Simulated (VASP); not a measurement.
```
CELL_PARAMETERS angstrom
      0.00000     1.94945     1.94945
      1.94945     0.00000     1.94945
      1.94945     1.94945     0.00000
ATOMIC_POSITIONS crystal
  Pd 0.00000 0.00000 0.00000
```

The numbers are results of r2SCAN+rVV10, VASP's PBE PAW potentials (set 64) (plane waves; VASP), not measurements. Run with 520 eV cut-off, 18×18×18 Γ-centred mesh, tetrahedra with Blöchl corrections, potentials Pd.

### Question
Give the energies of bands 1 to 6 at the high-symmetry points, in eV from the Fermi level.

### Answer

| band | Γ | X | U | L | W |
|---|---|---|---|---|---|
| 1 | -7.17 | -5.50 | -4.83 | -5.39 | -4.41 |
| 2 | -2.88 | -5.22 | -4.22 | -2.96 | -3.44 |
| 3 | -2.88 | -0.08 | -1.98 | -2.96 | -3.44 |
| 4 | -2.88 | 0.33 | -0.99 | -0.02 | -1.37 |
| 5 | -1.28 | 0.33 | -0.14 | -0.02 | 0.33 |
| 6 | -1.28 | 3.64 | 7.49 | 1.27 | 9.36 |

It has no gap at this level: it comes out as a metal or semimetal.

The compound is Pd in the fcc structure. It was relaxed first.
